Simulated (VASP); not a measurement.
Runs of VASP 6.6.1 on HfO2. The structure is cubic, space group Fm-3m (No. 225). Conventional cell: a = 5.200 Å, b = 5.200 Å, c = 5.200 Å, α = 90.00°, β = 90.00°, γ = 90.00°. Hf (site symmetry m-3m) is surrounded by 8 O at 2.25 Å. O (site symmetry -43m) has 4 Hf at 2.25 Å as nearest neighbours. The cell was built by a generator and needn't be a form met in nature.

```tsv
level	potentials or basis	grid for exact exchange (PRECFOCK)	screening parameter	further INCAR settings	gap on the mesh (eV)	pressure (GPa)
HSE06	VASP PAW PBE potentials, release 64 (Hf_pv, O)	Normal	0.2 1/A	ALGO = Normal; EDIFF = 1e-06	5.13	-23.4
PBE	VASP PAW PBE potentials, release 64 (Hf_pv, O)	-	-	ALGO = Fast; EDIFF = 1e-06	(b)	(a)
PBEsol	VASP PAW PBE potentials, release 64 (Hf_pv, O)	-	-	ALGO = Fast; EDIFF = 1e-06	3.48	-23.1
LDA	VASP PAW LDA potentials, release 64 (Hf_pv, O)	-	-	ALGO = Fast; EDIFF = 1e-06	3.40	-28.5
```

Alike in all rows: task single point; no spin polarisation; cell as given; k mesh 6 × 6 × 6; cutoff (eV) 700; smearing gaussian 0.05 eV.

Question: Estimate the missing entries.

Answer: (a) -16.3; (b) 3.60.

Caveats: spin-orbit coupling is left out, which moves the levels of the heavy elements; so large a pressure means that the cell lies far from this level's equilibrium, or that cutoff or potentials fall short (some runs); the potentials were made for another functional, which shifts forces and pressure (some runs); a pressure of tens of GPa on the cell as given is suspect, and the run, the potentials or the cell itself is likely at fault (some runs).

A k mesh can miss the band edges, and the runs leave out spin-orbit coupling on Hf.

Not every run made on this cell is shown here.
